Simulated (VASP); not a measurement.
An input for Ansatz (written as the equivalent of a VASP run, and not itself run):

Ansatz 0.2 input:
```yaml
crystal:
  lattice:
    - [0.0000000, 2.7241538, 2.7241538]
    - [2.7241538, 0.0000000, 2.7241538]
    - [2.7241538, 2.7241538, 0.0000000]
  atoms:
    - { symbol: Ge, position: [0.0000000, 0.0000000, 0.0000000] }
    - { symbol: F, position: [0.2500000, 0.2500000, 0.2500000] }
    - { symbol: F, position: [0.7500000, 0.7500000, 0.7500000] }
kpoints:
  mp_grid: { grid: [6, 6, 6] }
hamiltonian:
  xc: pbesol
  pseudopotentials: { kind: paw }
scf:
  occupations: { method: gaussian, width: 0.05 }
  max_iter: 100
relax:
  max_steps: 60
  f_tol: 0.02
  cell: {}
output: { forces: true, stress: true, eigenvalues: true }
```

Question: Translate this input to VASP (INCAR, KPOINTS, POSCAR, choice of POTCAR).

Answer: Several could match; the one computed here: 
**KPOINTS**
```
Automatic mesh
0
Gamma
6 6 6
0 0 0
```

File POSCAR:
```
GeF2
1
    0.0000000000     2.7241537571     2.7241537571
    2.7241537571    -0.0000000000     2.7241537571
    2.7241537571     2.7241537571    -0.0000000000
Ge F
1 2
Direct
  0.0000000000   0.0000000000   0.0000000000
  0.2500000000   0.2500000000   0.2500000000
  0.7500000000   0.7500000000   0.7500000000
```

**INCAR**
```
ALGO=Normal
EDIFF=1E-6
EDIFFG=-0.02
ENCUT=520
GGA=PS
IBRION=2
ISIF=3
ISMEAR=0
LASPH=.True.
LCHARG=.False.
LMAXMIX=4
LREAL=.False.
LWAVE=.False.
NELM=100
NSW=60
PREC=Accurate
SIGMA=0.05
SYSTEM=GeF2
```

POTCAR, in this order: Ge_d F (PBE.64 set). Program: vasp_std.

Limits of the translation: each code has its own PAW files, so the cut-off isn't converted (ENCUT is set for VASP's; basis.ecutwfc is left out, and Ansatz then takes the one that its files recommend); Ansatz stops its SCF on the density residual and VASP on the energy change (EDIFF).

The structure was generated: GeF2 was put into the fluorite type (Fm-3m), which need not be its known phase. It was relaxed first, which changed the volume by +25 %. The start is the result of an earlier pass.
